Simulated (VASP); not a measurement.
Here is the system:

```
CELL_PARAMETERS angstrom
      0.00000     2.56666     2.56666
      2.56666     0.00000     2.56666
      2.56666     2.56666     0.00000
ATOMIC_POSITIONS crystal
  Be 0.00000 0.00000 0.00000
  Se 0.25000 0.25000 0.25000
```

Calculation: PBEsol GGA, VASP's PBE PAW potentials (set 64) (plane waves; VASP). Settings: 400 eV cut-off, 10×10×10 Γ-centred mesh, tetrahedra with Blöchl corrections, potentials Be Se.

Q: Predict the energy per atom (σ→0), band gap (on the k-mesh) with the smallest direct gap where there is one.

A: 
```yaml
band gap (on the k-mesh): 2.46 eV
smallest direct gap (on the k-mesh): 4.27 eV
energy per atom (σ→0): -4.724 eV/atom
```

Total energies compare only between runs with the same potentials, cut-off and functional.

The compound is BeSe in the zinc blende structure. It was relaxed first.
